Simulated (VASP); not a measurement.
Computed with LDA (Ceperley-Alder, Perdew-Zunger), VASP's LDA PAW potentials (set 64) (plane waves; VASP).

The input files of a VASP run:

KPOINTS:
```
Automatic mesh
0
Gamma
9 9 9
0 0 0
```

INCAR:
```
ALGO = Normal
EDIFF = 1E-7
ENCUT = 520
ISIF = 2
ISMEAR = 0
LASPH = .True.
LCHARG = .False.
LREAL = .False.
LWAVE = .False.
NELM = 100
PREC = Accurate
SIGMA = 0.05
SYSTEM = LiCl
```

**POSCAR**
```
LiCl
1
    0.0000000000     2.5293897669     2.5293897669
    2.5293897669     0.0000000000     2.5293897669
    2.5293897669     2.5293897669     0.0000000000
Li Cl
1 1
Direct
  0.0000000000   0.0000000000   0.0000000000
  0.5000000000   0.5000000000   0.5000000000
```

POTCAR, in this order: Li_sv Cl (LDA.64 set). Program: vasp_std.

Question: What will the output report for the number of irreducible k-points (NKPTS), largest plane-wave count, number of space-group operations, FFT grid (NGX, NGY, NGZ)?

Answer: 
```yaml
number of irreducible k-points (NKPTS): 35
largest_plane_wave_count: 893
number_of_space_group_operations: 48
FFT grid (NGX, NGY, NGZ): 28 × 28 × 28
```

The compound is LiCl in the rock salt structure. This cell is one point of a volume scan, at 1.06 of the reference volume.
